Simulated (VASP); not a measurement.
These are RPBE GGA, VASP's PBE PAW potentials (set 64) (plane waves; VASP) values and carry that method's errors. For the first row: Numerical set-up: 520 eV cut-off, 7×7×7 Γ-centred mesh, Gaussian smearing of 0.050 eV, potentials Cd Se.

```json
[
 {"system": "CdSe (zinc blende)", "energy (eV/atom)": "-2.4394"},
 {"system": "Cd atom", "energy (eV/atom)": "-0.0116"},
 {"system": "Se atom", "energy (eV/atom)": "-0.9616"}
]
```

Atoms are spin-polarised in a large box without symmetry, with the spin fixed by Hund's rule, and may not be in the lowest state of each functional; no zero-point energy is added.

Q: What is the cohesive energy per atom of CdSe?

A: The references average (1×(-0.0116) + 1×(-0.9616))/2 = -0.4866 eV, so the cohesive energy is -0.4866 − (-2.4394) = 1.953 eV/atom. Measured: 2.463 eV/atom (as given by A. S. Verma et al., Pramana (2010), arXiv:1001.1248).
